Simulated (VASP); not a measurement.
CoC (relaxed from the NiAs type structure, space group P6_3/mmc): computed properties

Method: PBEsol GGA, VASP's PBE PAW potentials (set 64) (plane waves; VASP).

```json
{
  "space_group": "P6_3/mmc (194)",
  "cell": "a = 2.7797 Å, b = 2.7797 Å, c = 4.6655 Å, α = 90.00°, β = 90.00°, γ = 120.00°",
  "volume_per_atom": "7.80 Å³/atom",
  "band gap (over mesh and band path)": "none (metal, semimetal or under 0.01 eV)",
  "cell_moment": "0.00 μB",
  "density": "7.55 g/cm³"
}
```

```
CoC
1.0
    2.77972     0.00000     0.00000
   -1.38986     2.40731     0.00000
    0.00000     0.00000     4.66545
Co C
2 2
Direct
  0.00000   0.00000   0.00000
  0.00000   0.00000   0.50000
  0.33333   0.66667   0.25000
  0.66667   0.33333   0.75000
```

The structure was generated: CoC was put into the NiAs type type (P6_3/mmc), which need not be its known phase. It was relaxed first, which changed the volume by -22 %. Symmetry was kept, so distortions that lower it aren't found.
